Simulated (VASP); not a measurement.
Consider the following.

```
SrTe
1.0
    0.00000     3.36206     3.36206
    3.36206     0.00000     3.36206
    3.36206     3.36206     0.00000
Sr Te
1 1
Direct
  0.00000   0.00000   0.00000
  0.50000   0.50000   0.50000
```

The numbers are results of PBE GGA, VASP's PBE PAW potentials (set 64) (plane waves; VASP), not measurements. Settings: PREC = Normal, EDIFF = 1E-5, 400 eV cut-off, 8×8×8 Γ-centred mesh, Gaussian smearing of 0.050 eV, potentials Sr_sv Te.

Unless said otherwise, spin-orbit coupling is left out, though it shifts the bands of the heavy elements here.

Problem. What does the run give for the energy per atom (σ→0), band gap (on the k-mesh) with the smallest direct gap where there is one?

Solution. 
The band gap (on the k-mesh) comes out as 1.77 eV, the smallest direct gap (on the k-mesh) comes out as 2.49 eV and the energy per atom (σ→0) is -4.134 eV/atom.

Total energies compare only between runs with the same potentials, cut-off and functional.

The compound is SrTe in the rock salt structure. It was relaxed first.
